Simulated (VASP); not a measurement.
Data:

```xyz
8
Lattice="5.9499 0.0000 0.0000 0.0000 5.9499 0.0000 0.0000 0.0000 5.9499" Properties=species:S:1:pos:R:3 pbc="T T T"
Zn     5.9499     5.9499     0.0000
Zn     2.9750     2.9750     0.0000
Zn     2.9750     0.0000     2.9750
Te     1.4200     1.5550     1.5550
Te     4.5300     4.3950     1.5550
Te     4.5300     1.5550     4.3950
Te     1.4200     4.3950     4.3950
Be     0.0000     2.9750     2.9750
```

Computed with PBEsol GGA, VASP's PBE PAW potentials (set 64) (plane waves; VASP). Settings: 400 eV cut-off, Gaussian smearing of 0.050 eV, potentials Zn Te Be.

Unless said otherwise, spin-orbit coupling is left out, though it shifts the bands of the heavy elements here.

Task: Estimate the band gap (along the path) with the smallest direct gap where there is one.

Result: 
```yaml
band gap (along the path): 1.78 eV
smallest direct gap (along the path): 1.78 eV
```

The structure was generated: BeZn3Te4 was put into an ordered model structure (P-43m), which need not be its known phase. It was relaxed first.
